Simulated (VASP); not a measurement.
Consider the following.

```xyz
2
Lattice="0.0000 3.1237 3.1237 3.1237 0.0000 3.1237 3.1237 3.1237 0.0000" Properties=species:S:1:pos:R:3 pbc="T T T"
Cd     0.0000     0.0000     0.0000
Se     1.5619     1.5619     1.5619
```

Computed with MS2 meta-GGA, VASP's PBE PAW potentials (set 64) (plane waves; VASP 6.6.1). Settings: 520 eV cut-off, 8×8×8 Γ-centred mesh, Gaussian smearing of 0.050 eV, potentials Cd Se.

Problem. Give the stress tensor in GPa (positive for a compressed cell).

Solution. 
```
-2.57   0.00   0.00
 0.00  -2.57   0.00
 0.00   0.00  -2.57
```
The pressure is its mean diagonal, -2.57 GPa.

The compound is CdSe in the zinc blende structure, whereas wurtzite is the usual form. This cell is one point of a volume scan, at 1.06 of the reference volume.
